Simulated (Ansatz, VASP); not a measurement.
CdPdO3: VASP beside Ansatz

INCAR

```
PREC = Accurate ; ENCUT = 600
EDIFF = 1E-6 ; ISMEAR = 0
SIGMA = 0.1 ; LREAL = F
LASPH = T ; NELM = 100
ALGO = Normal ; ISIF = 3
LWAVE = F ; LCHARG = F
IBRION = 2 ; NSW = 100
EDIFFG = -0.005
```

File KPOINTS:

```
regular mesh
0
Gamma
  10 10 10
```

POSCAR

```
CdPdO3
1.0
    3.8509676845      0.0000000000      0.0000000000
    0.0000000000      3.8509676845      0.0000000000
    0.0000000000      0.0000000000      3.8509676845
Cd Pd O
1 1 3
Direct
    0.0000000000      0.0000000000      0.0000000000
    0.5000000000      0.5000000000      0.5000000000
    0.0000000000      0.5000000000      0.5000000000
    0.5000000000      0.0000000000      0.5000000000
    0.5000000000      0.5000000000      0.0000000000
```

Input for Ansatz:

```yaml
crystal:
  lattice:
    - [3.8509676845, 0.0, 0.0]
    - [0.0, 3.8509676845, 0.0]
    - [0.0, 0.0, 3.8509676845]
  atoms:
    - { symbol: Cd, position: [0.0, 0.0, 0.0] }
    - { symbol: Pd, position: [0.5, 0.5, 0.5] }
    - { symbol: O, position: [0.0, 0.5, 0.5] }
    - { symbol: O, position: [0.5, 0.0, 0.5] }
    - { symbol: O, position: [0.5, 0.5, 0.0] }
basis:
  ecutwfc: 420
kpoints:
  mp_grid: { grid: [10, 10, 10] }
hamiltonian:
  xc: lda
scf:
  occupations: { method: gaussian, width: 0.1 }
output:
  forces: true
  stress: true
  eigenvalues: true
relax:
  adjacent_minimum: "off"
  f_tol: 0.005
  max_steps: 80
  cell: { stress_tol: 0.05 }
```

The cell comes from a database or a generator and needn't be the stable form of this composition.

Alike in both runs: task relaxation of cell and atoms; functional LDA; k mesh 10 × 10 × 10; occupations gaussian, width 0.1 eV; no spin polarisation.

|  | VASP | Ansatz |
| --- | --- | --- |
| version | VASP 6.6.1 | Ansatz 0.2.0 |
| potentials or method | VASP PAW LDA potentials, release 64 (Cd, Pd, O) | scalar-relativistic, plane waves, PAW |
| plane-wave cutoff (eV) | 600 | 420 |
| valence electrons in the cell | 40 | 56 |

```tsv
	VASP	Ansatz	Ansatz less VASP
gap on the k mesh at the Fermi level, each at its own relaxed structure (eV)	none	none	-
relaxed volume (Å³/atom)	11.43	11.39	-0.042
relaxed cell length with the largest relative difference (Å)	3.852	3.847	-0.0048
```

A gap of «none» marks a metal or a gap that the smearing closes. The two sets of potentials don't hold the same shells in valence.
